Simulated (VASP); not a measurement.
Level of theory: PBEsol GGA, VASP's PBE PAW potentials (set 64) (plane waves; VASP).

VASP input:

File KPOINTS:
```
k-points along high-symmetry lines
15
Line-mode
Reciprocal
  0.000000   0.000000   0.000000 ! GAMMA
  0.500000  -0.500000   0.500000 ! H

  0.500000  -0.500000   0.500000 ! H
  0.000000   0.000000   0.500000 ! N

  0.000000   0.000000   0.500000 ! N
  0.000000   0.000000   0.000000 ! GAMMA

  0.000000   0.000000   0.000000 ! GAMMA
  0.250000   0.250000   0.250000 ! P

  0.250000   0.250000   0.250000 ! P
  0.500000  -0.500000   0.500000 ! H

  0.250000   0.250000   0.250000 ! P
  0.000000   0.000000   0.500000 ! N
```

### POSCAR
```
Tc
1
   -1.5221479752     1.5221479752     1.5221479752
    1.5221479752    -1.5221479752     1.5221479752
    1.5221479752     1.5221479752    -1.5221479752
Tc
1
Direct
  0.0000000000   0.0000000000   0.0000000000
```

**INCAR**
```
SYSTEM = Tc
PREC = Accurate; ENCUT = 400; LREAL = .FALSE.
LASPH = .TRUE.; ICHARG = 11
EDIFF = 1E-7; NELM = 100; ALGO = Normal
LMAXMIX = 4
ISMEAR = 0; SIGMA = 0.05
GGA = PS
LWAVE = .FALSE.; LCHARG = .FALSE.; LORBIT = 11
```

POTCAR, in this order: Tc_pv (PBE.64 set). Program: vasp_std. Read from the step before: CHGCAR.

The run wrote:

OSZICAR:
```
       N       E                     dE             d eps       ncg     rms          rms(c)
DAV:   1     0.928038091748E+02    0.92804E+02   -0.72387E+03  1872   0.101E+03
DAV:   2    -0.100587220636E+02   -0.10286E+03   -0.10008E+03  1860   0.304E+02
DAV:   3    -0.113308802400E+02   -0.12722E+01   -0.12515E+01  1960   0.410E+01
DAV:   4    -0.113368136622E+02   -0.59334E-02   -0.59319E-02  1960   0.303E+00
DAV:   5    -0.113368639749E+02   -0.50313E-04   -0.50312E-04  1990   0.265E-01
DAV:   6    -0.113368646610E+02   -0.68614E-06   -0.68418E-06  1994   0.289E-02
DAV:   7    -0.113368646721E+02   -0.11114E-07   -0.12335E-07  1750   0.350E-03
   1 F= -.11336865E+02 E0= -.11335166E+02  d E =-.339736E-02
```

File OUTCAR:
```
 val. band max:       13.8949372805   @ k =   0.0357  -0.0357   0.5000

 cond. band min:      13.9139411165   @ k =   0.0000   0.0000   0.0357



 k-point     1 :       0.0000    0.0000    0.0000
  band No.  band energies     occupation
      1     -25.3453      2.00000
      2     -25.3453      2.00000
      3     -25.3453      2.00000
      4       5.3192      2.00000
      5      10.9496      2.00000
      6      10.9496      2.00000
      7      10.9496      2.00000
      8      13.9598      0.19052
      9      13.9598      0.19051
     10      29.2330      0.00000

 k-point     2 :       0.0357   -0.0357    0.0357
  band No.  band energies     occupation
      1     -25.3705      2.00000
      2     -25.3566      2.00000
      3     -25.3566      2.00000
      4       5.4381      2.00000
      5      10.9447      2.00000
      6      10.9447      2.00000
      7      11.0001      2.00000
      8      13.8193      1.99230
      9      14.0100      0.00636
     10      29.3520      0.00000

 k-point     3 :       0.0714   -0.0714    0.0714
  band No.  band energies     occupation
      1     -25.4426      2.00000
      2     -25.3898      2.00000
      3     -25.3898      2.00000
      4       5.7846      2.00000
      5      10.9383      2.00000
      6      10.9383      2.00000
      7      11.1506      2.00000
      8      13.4211      2.00000
      9      14.1560      0.00000
     10      29.5999      0.00000

 k-point     4 :       0.1071   -0.1071    0.1071
  band No.  band energies     occupation
      1     -25.5522      2.00000
      2     -25.4434      2.00000
      3     -25.4434      2.00000
      4       6.3267      2.00000
      5      10.9525      2.00000
      6      10.9525      2.00000
      7      11.3981      2.00000
      8      12.8239      2.00000
      9      14.3847      0.00000
     10      29.9969      0.00000

 k-point     5 :       0.1429   -0.1429    0.1429
  band No.  band energies     occupation
...
```

The density is held fixed in this step, so its total energy and stress have no physical meaning.

The structure was generated: Tc was put into the bcc type (Im-3m), which need not be its known phase. It was relaxed first.
